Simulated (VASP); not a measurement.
Output of a VASP run:

OUTCAR:
```
 ion  position               nearest neighbor table
   1  0.000  0.000  0.000-
  LATTYP: Found a body centered cubic cell.
 ALAT       =     3.4068841816
 Subroutine PRICEL returns:
 Original cell was already a primitive cell.
 Subroutine GETGRP returns: Found 48 space group operations
The static configuration has the point symmetry O_h .
The dynamic configuration has the point symmetry O_h .
 Subroutine INISYM returns: Found 48 space group operations
 Subroutine IBZKPT returns following result:
 Found    104 irreducible k-points:

 Following reciprocal coordinates:
            Coordinates               Weight
  0.000000  0.000000  0.000000      1.000000
  0.071429  0.000000  0.000000     12.000000
  0.142857  0.000000  0.000000     12.000000
  0.214286  0.000000  0.000000     12.000000
  0.285714  0.000000  0.000000     12.000000
  0.357143  0.000000  0.000000     12.000000
  0.428571  0.000000  0.000000     12.000000
  0.500000  0.000000  0.000000      6.000000
  0.071429  0.071429  0.000000     24.000000
  0.142857  0.071429  0.000000     48.000000
  0.214286  0.071429  0.000000     48.000000
  0.285714  0.071429  0.000000     48.000000
  0.357143  0.071429 -0.000000     48.000000
  0.428571  0.071429  0.000000     48.000000
  0.142857  0.142857  0.000000     24.000000
  0.214286  0.142857  0.000000     48.000000
  0.285714  0.142857  0.000000     48.000000
  0.357143  0.142857  0.000000     48.000000
  0.428571  0.142857  0.000000     24.000000
  0.214286  0.214286  0.000000     24.000000
  0.285714  0.214286  0.000000     48.000000
  0.357143  0.214286  0.000000     48.000000
  0.285714  0.285714  0.000000     24.000000
  0.357143  0.285714  0.000000     24.000000
  0.071429  0.071429  0.071429      8.000000
  0.142857  0.071429  0.071429     24.000000
  0.214286  0.071429  0.071429     24.000000
  0.285714  0.071429  0.071429     24.000000
  0.357143  0.071429  0.071429     24.000000
  0.428571  0.071429  0.071429     12.000000
 -0.071429  0.071429  0.071429      6.000000
  0.142857  0.142857  0.071429     24.000000
  0.214286  0.142857  0.071429     48.000000
  0.285714  0.142857  0.071429     48.000000
  0.357143  0.142857  0.071429     48.000000
 -0.142857  0.142857  0.071429     24.000000
  0.214286  0.214286  0.071429     24.000000
  0.285714  0.214286  0.071429     48.000000
  0.357143  0.214286  0.071429     24.000000
 -0.214286  0.214286  0.071429     24.000000
   k-points           NKPTS =    104   k-points in BZ     NKDIM =    104   number of bands    NBANDS=      5
   number of dos      NEDOS =    301   number of ions     NIONS =      1
   total plane-waves  NPLWV =  13824
   dimension x,y,z NGX =    24 NGY =   24 NGZ =   24
   dimension x,y,z NGXF=    48 NGYF=   48 NGZF=   48
   ions per type =               1
   PREC   = accura    normal or accurate (medium, high low for compatibility)
   ISTART =      0    job   : 0-new  1-cont  2-samecut
   ICHARG =      2    charge: 1-file 2-atom 10-const
   ISPIN  =      1    spin polarized calculation?
   LNONCOLLINEAR =      F non collinear calculations
   LSORBIT =      F    spin-orbit coupling
   INIWAV =      1    electr: 0-lowe 1-rand  2-diag
   ENCUT  =  520.0 eV  38.22 Ry    6.18 a.u.   5.49  5.49  5.49*2*pi/ulx,y,z
   NELM   =    100;   NELMIN=  2; NELMDL= -5     # of ELM steps
   EDIFF  = 0.1E-05   stopping-criterion for ELM
   LREAL  =      F    real-space projection
   NLSPLINE    = F    spline interpolate recip. space projectors
   LMAXMIX     =    2 max onsite mixed and CHGCAR
   VOSKOWN=      0    Vosko Wilk Nusair interpolation
   EDIFFG = -.1E-01   stopping-criterion for IOM
   NSW    =     60    number of steps for IOM
   NBLOCK =      1;   KBLOCK =     60    inner block; outer block
   IBRION =      2    ionic relax: 0-MD 1-quasi-New 2-CG
   NFREE  =      1    steps in history (QN), initial steepest desc. (CG)
...
```

**OSZICAR**
```
...
DAV:  13    -0.268901132627E+01   -0.56057E-06   -0.66230E-08   615   0.417E-03
   2 F= -.26890113E+01 E0= -.26887119E+01  d E =-.162112E-03
       N       E                     dE             d eps       ncg     rms          rms(c)
DAV:   1    -0.268955672430E+01   -0.54596E-03   -0.17343E-03  1090   0.587E-01    0.863E-02
DAV:   2    -0.268916164005E+01    0.39508E-03   -0.14396E-03  1645   0.280E-01    0.880E-02
DAV:   3    -0.267452335400E+01    0.14638E-01   -0.14948E-02  1040   0.205E+00    0.171E-01
DAV:   4    -0.268966274571E+01   -0.15139E-01   -0.16951E-02  1040   0.224E+00    0.923E-02
DAV:   5    -0.268875086273E+01    0.91188E-03   -0.21768E-03  1045   0.577E-01    0.724E-02
DAV:   6    -0.268725815858E+01    0.14927E-02   -0.14245E-02  1040   0.911E-01    0.443E-02
DAV:   7    -0.268915757629E+01   -0.18994E-02   -0.10260E-02  1080   0.122E+00    0.312E-02
DAV:   8    -0.268889510432E+01    0.26247E-03   -0.17378E-03  1080   0.594E-01    0.195E-02
DAV:   9    -0.268863483455E+01    0.26027E-03   -0.45098E-04  1565   0.204E-01    0.192E-02
DAV:  10    -0.268859590846E+01    0.38926E-04   -0.10745E-05  1220   0.578E-02    0.305E-02
DAV:  11    -0.268916525156E+01   -0.56934E-03   -0.10650E-03  1220   0.452E-01    0.250E-02
DAV:  12    -0.268918107802E+01   -0.15826E-04   -0.60529E-05  1585   0.130E-01    0.111E-02
DAV:  13    -0.268916601634E+01    0.15062E-04   -0.11040E-04  1300   0.170E-01    0.218E-03
DAV:  14    -0.268899844231E+01    0.16757E-03   -0.32018E-04  1290   0.258E-01    0.693E-03
DAV:  15    -0.268894670668E+01    0.51736E-04   -0.15901E-05  1310   0.703E-02    0.151E-02
DAV:  16    -0.268906006553E+01   -0.11336E-03   -0.72004E-05  1140   0.108E-01    0.183E-02
DAV:  17    -0.268909411874E+01   -0.34053E-04   -0.11190E-05  1615   0.491E-02    0.153E-02
DAV:  18    -0.268913341755E+01   -0.39299E-04   -0.21393E-05  1295   0.689E-02    0.129E-02
DAV:  19    -0.268917303845E+01   -0.39621E-04   -0.73376E-05  1290   0.125E-01    0.910E-03
DAV:  20    -0.268917783374E+01   -0.47953E-05   -0.24485E-05  1465   0.773E-02    0.410E-03
DAV:  21    -0.268917924777E+01   -0.14140E-05   -0.91753E-07  1065   0.140E-02    0.489E-04
DAV:  22    -0.268918005622E+01   -0.80846E-06   -0.33868E-06  1140   0.218E-02
   3 F= -.26891801E+01 E0= -.26888807E+01  d E =-.330842E-03
       N       E                     dE             d eps       ncg     rms          rms(c)
DAV:   1    -0.269080759284E+01   -0.16283E-02   -0.72824E-03  1100   0.122E+00    0.179E-01
DAV:   2    -0.268942521330E+01    0.13824E-02   -0.66121E-03  1640   0.594E-01    0.186E-01
DAV:   3    -0.273487068752E+01   -0.45445E-01   -0.13449E-01  1450   0.359E+00    0.690E-01
DAV:   4    -0.268540303351E+01    0.49468E-01   -0.13155E-01  1655   0.329E+00    0.556E-02
DAV:   5    -0.268899287604E+01   -0.35898E-02   -0.14249E-02  1110   0.117E+00    0.266E-02
DAV:   6    -0.268934706890E+01   -0.35419E-03   -0.10648E-03  1075   0.375E-01    0.351E-03
DAV:   7    -0.268936222980E+01   -0.15161E-04   -0.19245E-04  1590   0.110E-01    0.117E-02
DAV:   8    -0.268933336038E+01    0.28869E-04   -0.59898E-05  1080   0.102E-01    0.384E-03
DAV:   9    -0.268935584810E+01   -0.22488E-04   -0.19492E-05  1040   0.848E-02    0.156E-03
DAV:  10    -0.268935472385E+01    0.11243E-05   -0.74272E-05  1140   0.105E-01    0.468E-03
DAV:  11    -0.268935584833E+01   -0.11245E-05   -0.18487E-05  1080   0.515E-02    0.129E-03
DAV:  12    -0.268935622534E+01   -0.37702E-06   -0.48622E-06  1320   0.252E-02
   4 F= -.26893562E+01 E0= -.26890573E+01  d E =-.507011E-03
```

OUTCAR:
```
------------------------ aborting loop because EDIFF is reached ----------------------------------------
  FORCE on cell =-STRESS in cart. coord.  units (eV):
  Direction    XX          YY          ZZ          XY          YZ          ZX
  --------------------------------------------------------------------------------------
  Total       -0.0038048     -0.0038048     -0.0038048      0.0000000     -0.0000000     -0.0000000
  in kB       -0.3159785     -0.3159785     -0.3159785      0.0000000     -0.0000000     -0.0000000
  external PRESSURE =      -0.3159785 kB  Pullay stress =       0.0000000 kB
  volume of cell :       19.29
      direct lattice vectors                 reciprocal lattice vectors
    -1.689557886  1.689557886  1.689557886     0.000000000  0.295935407  0.295935407
     1.689557886 -1.689557886  1.689557886     0.295935407  0.000000000  0.295935407
     1.689557886  1.689557886 -1.689557886     0.295935407  0.295935407  0.000000000
 POSITION                                       TOTAL-FORCE (eV/Angst)
 -----------------------------------------------------------------------------------
     -1.68956      1.68956      1.68956         0.000000      0.000000      0.000000
 -----------------------------------------------------------------------------------
    total drift:                               -0.000000     -0.000000      0.000000
  FREE ENERGIE OF THE ION-ELECTRON SYSTEM (eV)
  ---------------------------------------------------
  free  energy   TOTEN  =        -2.6893562253 eV

  energy  without entropy=       -2.6884595492  energy(sigma->0) =       -2.68905733

 reached required accuracy - stopping structural energy minimisation
```
(Selected blocks of OUTCAR.)

### POSCAR
```
Li
1
   -1.7034420908     1.7034420908     1.7034420908
    1.7034420908    -1.7034420908     1.7034420908
    1.7034420908     1.7034420908    -1.7034420908
Li
1
Direct
  1.0000000000   0.0000000000   0.0000000000
```

Task: Write an INCAR and KPOINTS that could have produced this output.

Result: Several could match; the one computed here: the input of the run itself, revTPSS meta-GGA, plane waves, VASP's PBE PAW potentials (set 64).

KPOINTS:
```
Automatic mesh
0
Gamma
14 14 14
0 0 0
```

### INCAR
```
ISMEAR = 1   # Methfessel-Paxton
NSW = 60
EDIFF = 1E-6   # SCF stop (eV)
LMIXTAU = .TRUE.
METAGGA = RTPSS
LREAL = .FALSE.
LWAVE = .FALSE.
ALGO = Normal   # blocked Davidson
SIGMA = 0.1   # width (eV)
LASPH = .TRUE.   # aspherical one-centre terms
SYSTEM = Li
NELM = 100
PREC = Accurate
IBRION = 2
EDIFFG = -0.01
ENCUT = 520
LCHARG = .FALSE.
ISIF = 3
```

POTCAR, in this order: Li_sv (PBE.64 set). Program: vasp_std.

Energy and stress use the plane-wave basis of the starting cell.

The compound is Li in the bcc structure. This run relaxes it. Symmetry was kept, so distortions that lower it aren't found. The start is the result of an earlier pass.
